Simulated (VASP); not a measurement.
Here is the system:

```xyz
2
Lattice="2.6692 0.0000 0.0000 0.0000 2.6692 0.0000 0.0000 0.0000 3.6868" Properties=species:S:1:pos:R:3 pbc="T T T"
Fe     0.0000     0.0000     0.0000
Pt     1.3346     1.3346     1.8434
```
Starting moments (μB, in the order of the record's atoms Fe Pt): 2.9 0.3.

Calculation: PBE GGA, VASP's PBE PAW potentials (set 64) (plane waves; VASP). Run with 480 eV cut-off, 12×12×10 Γ-centred mesh, first-order Methfessel-Paxton smearing of 0.10 eV, potentials Fe Pt.

Unless said otherwise, spin-orbit coupling is left out, though it shifts the bands of the heavy elements here.

### Question
Predict the cell moment, energy per atom (σ→0), pressure, band gap (on the k-mesh) with the smallest direct gap where there is one.

### Answer

* **band gap (on the k-mesh)**: none (metal, semimetal or under 0.01 eV)
* **cell moment**: 3.16 μB
* **energy per atom (σ→0)**: -7.362 eV/atom
* **pressure**: 149.9 kbar

### Question
Give the moment on each site (PAW-sphere projection).

### Answer

```
site  moment (μB)
----  -----------
Fe1          2.82
Pt2          0.31
```

The compound is FePt in the L1_0 structure. It was relaxed first under an external pressure of 15 GPa.
